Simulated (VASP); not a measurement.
OSZICAR of a VASP run on BBi (relaxed from the NiAs type structure, space group P6_3/mmc):

File OSZICAR:
```
       N       E                     dE             d eps       ncg     rms          rms(c)
DAV:   1     0.363677408460E+03    0.36368E+03   -0.21311E+04  1848   0.226E+03
DAV:   2     0.141384139926E+02   -0.34954E+03   -0.34488E+03  1914   0.530E+02
DAV:   3    -0.173291773892E+02   -0.31468E+02   -0.30884E+02  2250   0.163E+02
DAV:   4    -0.184363179149E+02   -0.11071E+01   -0.11020E+01  2178   0.318E+01
DAV:   5    -0.184841934798E+02   -0.47876E-01   -0.47857E-01  2608   0.611E+00    0.363E+00
DAV:   6    -0.177720787286E+02    0.71211E+00   -0.24468E+00  2442   0.942E+00    0.125E+00
DAV:   7    -0.177576631450E+02    0.14416E-01   -0.23805E-01  2468   0.236E+00    0.645E-01
DAV:   8    -0.177528287165E+02    0.48344E-02   -0.24197E-02  2376   0.156E+00    0.136E-01
DAV:   9    -0.177518650950E+02    0.96362E-03   -0.40966E-03  2554   0.510E-01    0.403E-02
DAV:  10    -0.177518722944E+02   -0.71993E-05   -0.52053E-04  2196   0.198E-01    0.162E-02
DAV:  11    -0.177518686952E+02    0.35992E-05   -0.42606E-05  2464   0.586E-02    0.640E-03
DAV:  12    -0.177518677934E+02    0.90175E-06   -0.39441E-06  1704   0.257E-02
   1 F= -.17751868E+02 E0= -.17751357E+02  d E =-.177519E+02
       N       E                     dE             d eps       ncg     rms          rms(c)
DAV:   1    -0.177529954368E+02   -0.11267E-02   -0.37775E-02  2118   0.170E+00    0.147E-01
DAV:   2    -0.177524021858E+02    0.59325E-03   -0.16798E-03  2318   0.605E-01    0.885E-02
DAV:   3    -0.177521172747E+02    0.28491E-03   -0.70411E-04  2824   0.390E-01    0.157E-02
DAV:   4    -0.177521246600E+02   -0.73854E-05   -0.15671E-04  2204   0.141E-01    0.682E-03
DAV:   5    -0.177521244452E+02    0.21486E-06   -0.44350E-06  2124   0.279E-02
   2 F= -.17752124E+02 E0= -.17751596E+02  d E =-.256652E-03
```

Task: Which electronic solver shows in the log?

Result: It is blocked Davidson (ALGO = Normal, or the opening steps of other solvers). The INCAR had ALGO = Normal.

Task: Can the final energy be trusted as converged?

Result: The run converged. It stopped with EDIFF = 1E-6, NELM = 100, NSW = 40 and EDIFFG = -0.02 after 2 ionic steps (PBEsol GGA, plane waves, VASP's PBE PAW potentials (set 64)).

The structure was generated: BBi was put into the NiAs type type (P6_3/mmc), which need not be its known phase. This run relaxes it. Symmetry was kept, so distortions that lower it aren't found.
